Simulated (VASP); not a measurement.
OSZICAR of a VASP run on GaP (atoms displaced from the space group 216 structure):

File OSZICAR:
```
       N       E                     dE             d eps       ncg     rms          rms(c)
DAV:   1     0.624221960507E+02    0.62422E+02   -0.72603E+03 13274   0.149E+03
DAV:   2    -0.568009394204E+01   -0.68102E+02   -0.65872E+02 14444   0.257E+02
DAV:   3    -0.100956900889E+02   -0.44156E+01   -0.43952E+01 16502   0.630E+01
DAV:   4    -0.101656905688E+02   -0.70000E-01   -0.69973E-01 16093   0.845E+00
DAV:   5    -0.101672763401E+02   -0.15858E-02   -0.15857E-02 16782   0.102E+00    0.421E+00
DAV:   6    -0.992213900188E+01    0.24514E+00   -0.44263E-01 20241   0.137E+01    0.268E+00
DAV:   7    -0.988334432227E+01    0.38795E-01   -0.96579E-02 16798   0.264E+00    0.100E+00
DAV:   8    -0.988039578573E+01    0.29485E-02   -0.13161E-02 15619   0.159E+00    0.165E-01
DAV:   9    -0.988054830621E+01   -0.15252E-03   -0.10590E-03 19933   0.510E-01    0.621E-02
DAV:  10    -0.988057160524E+01   -0.23299E-04   -0.61306E-05 17941   0.905E-02    0.248E-02
DAV:  11    -0.988059765958E+01   -0.26054E-04   -0.27721E-05 14779   0.612E-02    0.400E-03
DAV:  12    -0.988059765679E+01    0.27921E-08   -0.14630E-06 12148   0.183E-02
   1 F= -.98805977E+01 E0= -.98805977E+01  d E =-.844747E-11
```

Question: Which electronic solver shows in the log?

Answer: It is blocked Davidson (ALGO = Normal, or the opening steps of other solvers). The INCAR had ALGO = Normal.

Question: Can the final energy be trusted as converged?

Answer: Self-consistency was reached. It stopped with EDIFF = 1E-6, NELM = 100 (PBEsol GGA, plane waves, VASP's PBE PAW potentials (set 64)).

The structure is a typed GaP crystal. The cell was not relaxed at this level, atoms are displaced from their ideal sites.
